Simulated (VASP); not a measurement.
All values below come from PBE GGA, VASP's PBE PAW potentials (set 64) (plane waves; VASP).

VASP ran on this input.

POSCAR:
```
MnS
1
    5.2200000000     2.6100000000     2.6100000000
    2.6100000000     5.2200000000     2.6100000000
    2.6100000000     2.6100000000     5.2200000000
Mn S
2 2
Direct
  0.0000000000   0.0000000000   0.0000000000
  0.5000000000   0.5000000000   0.5000000000
  0.2500000000   0.2500000000   0.2500000000
  0.7500000000   0.7500000000   0.7500000000
```

File KPOINTS:
```
Regular mesh
0
Gamma
  8 8 8
0 0 0
```

**INCAR**
```
ALGO = Normal
EDIFF = 1E-6
ENCUT = 400
GGA = PE
ISIF = 2
ISMEAR = 0
ISPIN = 2
LASPH = T
LCHARG = F
LMAXMIX = 4
LORBIT = 10
LREAL = F
LWAVE = F
MAGMOM = 5.0 -5.0 2*0.0
NELM = 100
PREC = Accurate
SIGMA = 0.05
SYSTEM = MnS
```

POTCAR, in this order: Mn_pv S (PBE.64 set). Program: vasp_std.

What VASP printed:

**OUTCAR**
```
 ion  position               nearest neighbor table
   1  0.000  0.000  0.000-   4 2.61   4 2.61   4 2.61   3 2.61   3 2.61   3 2.61
   2  0.500  0.500  0.500-   3 2.61   3 2.61   3 2.61   4 2.61   4 2.61   4 2.61
   3  0.250  0.250  0.250-   1 2.61   1 2.61   1 2.61   2 2.61   2 2.61   2 2.61
   4  0.750  0.750  0.750-   2 2.61   2 2.61   2 2.61   1 2.61   1 2.61   1 2.61
  LATTYP: Found a trigonal (rhomboedric) cell.
 ALAT       =     6.3931682287
 COS(alpha) =     0.8333333333
 Subroutine PRICEL returns following result:
  LATTYP: Found a face centered cubic cell.
 ALAT       =     5.2200000000
 Subroutine GETGRP returns: Found 12 space group operations
The static configuration has the point symmetry D_3d.
The dynamic configuration has the point symmetry D_3d.
The overall configuration has the point symmetry D_3d.
 Subroutine INISYM returns: Found 12 space group operations
 Subroutine IBZKPT returns following result:
 Found     65 irreducible k-points:

 Following reciprocal coordinates:
            Coordinates               Weight
  0.000000  0.000000  0.000000      1.000000
  0.125000 -0.000000 -0.000000      6.000000
  0.250000 -0.000000 -0.000000      6.000000
  0.375000  0.000000  0.000000      6.000000
  0.500000 -0.000000 -0.000000      3.000000
  0.125000  0.125000  0.000000      6.000000
  0.250000  0.125000  0.000000     12.000000
  0.375000  0.125000  0.000000     12.000000
  0.500000  0.125000  0.000000     12.000000
 -0.375000  0.125000 -0.000000     12.000000
 -0.250000  0.125000  0.000000     12.000000
 -0.125000  0.125000  0.000000      6.000000
  0.250000  0.250000  0.000000      6.000000
  0.375000  0.250000  0.000000     12.000000
  0.500000  0.250000  0.000000     12.000000
 -0.375000  0.250000 -0.000000     12.000000
 -0.250000  0.250000  0.000000      6.000000
  0.375000  0.375000  0.000000      6.000000
  0.500000  0.375000  0.000000     12.000000
 -0.375000  0.375000  0.000000      6.000000
  0.500000  0.500000  0.000000      3.000000
  0.125000  0.125000  0.125000      2.000000
  0.250000  0.125000  0.125000      6.000000
  0.375000  0.125000  0.125000      6.000000
  0.500000  0.125000  0.125000      6.000000
 -0.375000  0.125000  0.125000      6.000000
 -0.250000  0.125000  0.125000      6.000000
 -0.125000  0.125000  0.125000      6.000000
  0.250000  0.250000  0.125000      6.000000
  0.375000  0.250000  0.125000     12.000000
  0.500000  0.250000  0.125000     12.000000
 -0.375000  0.250000  0.125000     12.000000
 -0.250000  0.250000  0.125000     12.000000
 -0.125000  0.250000  0.125000     12.000000
  0.375000  0.375000  0.125000      6.000000
  0.500000  0.375000  0.125000     12.000000
 -0.375000  0.375000  0.125000     12.000000
 -0.250000  0.375000  0.125000     12.000000
 -0.125000  0.375000  0.125000     12.000000
  0.500000  0.500000  0.125000      6.000000
   k-points           NKPTS =     65   k-points in BZ     NKDIM =     65   number of bands    NBANDS=     23
   number of dos      NEDOS =    301   number of ions     NIONS =      4
   total plane-waves  NPLWV =  74088
   dimension x,y,z NGX =    42 NGY =   42 NGZ =   42
   dimension x,y,z NGXF=    84 NGYF=   84 NGZF=   84
   ions per type =               2   2
   PREC   = accura    normal or accurate (medium, high low for compatibility)
   ISTART =      0    job   : 0-new  1-cont  2-samecut
   ICHARG =      2    charge: 1-file 2-atom 10-const
   ISPIN  =      2    spin polarized calculation?
   LNONCOLLINEAR =      F non collinear calculations
   LSORBIT =      F    spin-orbit coupling
   INIWAV =      1    electr: 0-lowe 1-rand  2-diag
   ENCUT  =  400.0 eV  29.40 Ry    5.42 a.u.  10.43 10.43 10.43*2*pi/ulx,y,z
...
```

OSZICAR:
```
       N       E                     dE             d eps       ncg     rms          rms(c)
DAV:   1     0.323706671618E+03    0.32371E+03   -0.19079E+04  6892   0.148E+03
DAV:   2     0.114621199829E+01   -0.32256E+03   -0.31835E+03  6057   0.425E+02
DAV:   3    -0.296652111615E+02   -0.30811E+02   -0.30258E+02  8526   0.119E+02
DAV:   4    -0.305756944293E+02   -0.91048E+00   -0.90988E+00  7156   0.202E+01
DAV:   5    -0.305930722322E+02   -0.17378E-01   -0.17374E-01  7593   0.337E+00    0.157E+01
DAV:   6    -0.281399251338E+02    0.24531E+01   -0.21277E+01  8129   0.423E+01    0.134E+01
DAV:   7    -0.283847151600E+02   -0.24479E+00   -0.18778E+00  7046   0.133E+01    0.796E+00
DAV:   8    -0.283988603095E+02   -0.14145E-01   -0.29564E-01  8189   0.541E+00    0.365E+00
DAV:   9    -0.283916166626E+02    0.72436E-02   -0.53923E-02  8159   0.243E+00    0.482E-01
DAV:  10    -0.283960654598E+02   -0.44488E-02   -0.51039E-03  7199   0.620E-01    0.246E-01
DAV:  11    -0.283964544198E+02   -0.38896E-03   -0.41476E-04  7331   0.159E-01    0.149E-01
DAV:  12    -0.283965617470E+02   -0.10733E-03   -0.14411E-04  7093   0.745E-02    0.755E-02
DAV:  13    -0.283965831516E+02   -0.21405E-04   -0.28408E-05  6939   0.475E-02    0.146E-02
DAV:  14    -0.283965824188E+02    0.73283E-06   -0.13396E-05  7086   0.201E-02    0.830E-03
DAV:  15    -0.283965832793E+02   -0.86047E-06   -0.94235E-07  3963   0.129E-02
   1 F= -.28396583E+02 E0= -.28396583E+02  d E =-.133717E-21  mag=    -0.0000
```

OUTCAR:
```
------------------------ aborting loop because EDIFF is reached ----------------------------------------
  FORCE on cell =-STRESS in cart. coord.  units (eV):
  Direction    XX          YY          ZZ          XY          YZ          ZX
  --------------------------------------------------------------------------------------
  Total       -1.8162293     -1.8162293     -1.8162293     -0.0970606     -0.0970606     -0.0970606
  in kB      -40.9166192    -40.9166192    -40.9166192     -2.1866131     -2.1866131     -2.1866131
  external PRESSURE =     -40.9166192 kB  Pullay stress =       0.0000000 kB
  volume of cell :       71.12
      direct lattice vectors                 reciprocal lattice vectors
     5.220000000  2.610000000  2.610000000     0.287356322 -0.095785441 -0.095785441
     2.610000000  5.220000000  2.610000000    -0.095785441  0.287356322 -0.095785441
     2.610000000  2.610000000  5.220000000    -0.095785441 -0.095785441  0.287356322
 POSITION                                       TOTAL-FORCE (eV/Angst)
 -----------------------------------------------------------------------------------
      0.00000      0.00000      0.00000         0.000000      0.000000      0.000000
      5.22000      5.22000      5.22000         0.000000      0.000000      0.000000
      2.61000      2.61000      2.61000        -0.000000     -0.000000     -0.000000
      7.83000      7.83000      7.83000        -0.000000      0.000000      0.000000
 -----------------------------------------------------------------------------------
    total drift:                                0.000000     -0.000000     -0.000000
  FREE ENERGIE OF THE ION-ELECTRON SYSTEM (eV)
  ---------------------------------------------------
  free  energy   TOTEN  =       -28.3965832793 eV

  energy  without entropy=      -28.3965832793  energy(sigma->0) =      -28.39658328

 total charge

# of ion       s       p       d       tot
------------------------------------------
    1        0.208   6.155   4.945  11.309
    2        0.208   6.155   4.945  11.309
    3        1.326   2.402   0.000   3.729
    4        1.326   2.402   0.000   3.729
--------------------------------------------------
tot          3.069  17.115   9.891  30.075

 magnetization (x)

# of ion       s       p       d       tot
------------------------------------------
    1        0.019   0.015   4.172   4.207
    2       -0.019  -0.015  -4.172  -4.207
    3        0.000   0.000   0.000   0.000
    4        0.000   0.000   0.000   0.000
--------------------------------------------------
tot          0.000   0.000   0.000   0.000
```
(Selected blocks of OUTCAR.)

OUTCAR:
```
 val. band max:        6.1224500531   @ k =   0.5000   0.5000   0.5000

 cond. band min:       7.0137654891   @ k =   0.5000  -0.0000  -0.0000


 Fermi energy:         6.4435926201

 spin component 1

 k-point     1 :       0.0000    0.0000    0.0000
  band No.  band energies     occupation
      1     -44.0185      1.00000
      2     -44.0176      1.00000
      3     -44.0176      1.00000
      4     -39.5024      1.00000
      5     -39.5024      1.00000
      6     -39.4867      1.00000
      7      -7.8034      1.00000
      8      -6.5048      1.00000
      9      -0.1001      1.00000
     10       2.2165      1.00000
     11       2.2165      1.00000
     12       3.5113      1.00000
     13       3.5113      1.00000
     14       3.6921      1.00000
     15       4.8280      1.00000
     16       4.8280      1.00000
     17       4.8347      1.00000
     18       4.9615      1.00000
     19       4.9615      1.00000
     20       7.4662      0.00000
     21       7.4662      0.00000
     22       7.5631      0.00000
     23       8.7586      0.00000

 k-point     2 :       0.1250   -0.0000   -0.0000
  band No.  band energies     occupation
      1     -44.0187      1.00000
      2     -44.0183      1.00000
      3     -44.0178      1.00000
      4     -39.5039      1.00000
      5     -39.5027      1.00000
      6     -39.4865      1.00000
      7      -7.6644      1.00000
      8      -6.4692      1.00000
      9       0.1055      1.00000
     10       2.0871      1.00000
     11       2.2472      1.00000
     12       3.1905      1.00000
     13       3.3929      1.00000
     14       3.6347      1.00000
     15       3.9092      1.00000
     16       4.4573      1.00000
     17       4.6121      1.00000
     18       5.1294      1.00000
     19       5.5454      1.00000
     20       7.4267      0.00000
     21       7.5872      0.00000
     22       7.6133      0.00000
     23       8.3162      0.00000
...
```

The compound is MnS in the rock salt, AFM-II order structure. The cell was not relaxed at this level. The run is one of a series of settings (KPOINTS 8×8×8 Γ-centred mesh against the base run), some of them coarse on purpose.
